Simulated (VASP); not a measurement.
Given:

```yaml
crystal:
  lattice:
    - [3.47967, 0.00000, 0.00000]
    - [-1.73983, 3.01348, 0.00000]
    - [0.00000, 0.00000, 4.17284]
  atoms:
    - { symbol: Mg, position: [0.66667, 0.33333, 0.75000] }
    - { symbol: Mg, position: [0.33333, 0.66667, 0.25000] }
    - { symbol: O, position: [0.66667, 0.33333, 0.25000] }
    - { symbol: O, position: [0.33333, 0.66667, 0.75000] }
```

The numbers are results of r2SCAN meta-GGA, VASP's PBE PAW potentials (set 64) (plane waves; VASP), not measurements. Run with 520 eV cut-off, 9×9×7 Γ-centred mesh, Gaussian smearing of 0.010 eV, potentials Mg O.

### Question
Predict the energy per atom (σ→0), band gap (on the k-mesh) with the smallest direct gap where there is one.

### Answer

```json
{
 "band gap (on the k-mesh)": "4.11 eV",
 "smallest direct gap (on the k-mesh)": "4.11 eV",
 "energy per atom (σ→0)": "-8.018 eV/atom"
}
```

The absolute energy has meaning only against runs of the same code, potentials and settings.

The structure comes from a computed database's MgO entry (P6_3/mmc); how it stands against other phases isn't given here. It was relaxed first.
